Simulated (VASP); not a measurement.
Input:

```
CELL_PARAMETERS angstrom
      0.00000     2.75999     2.75999
      2.75999     0.00000     2.75999
      2.75999     2.75999     0.00000
ATOMIC_POSITIONS crystal
  Li 0.00000 0.00000 0.00000
  Br 0.50000 0.50000 0.50000
```

Calculation: PBE GGA, VASP's PBE PAW potentials (set 64) (plane waves; VASP). Run with 400 eV cut-off, 10×10×10 Γ-centred mesh, Fermi-Dirac smearing of 0.020 eV, potentials Li_sv Br.

Q: Give the energies of bands 3 to 8 at the high-symmetry points, in eV from the valence-band maximum.

A: 
```
band      Γ      X      U      L      W
----  -----  -----  -----  -----  -----
3     -0.01  -2.84  -2.45  -2.82  -2.11
4     -0.01  -1.12  -1.81  -0.26  -2.11
5     -0.01  -1.12  -0.85  -0.26  -1.11
6      5.01   6.38   6.73   5.61   8.19
7     10.48   7.12   8.77   8.09   8.53
8     10.48  11.53  10.24   8.09   9.41
```

The gap is indirect, 5.01 eV, from the valence maximum at K-Γ at 0.78 to the conduction minimum at Γ.

The structure comes from a computed database's LiBr entry; how it stands against other phases isn't given here. The cell was not relaxed at this level.
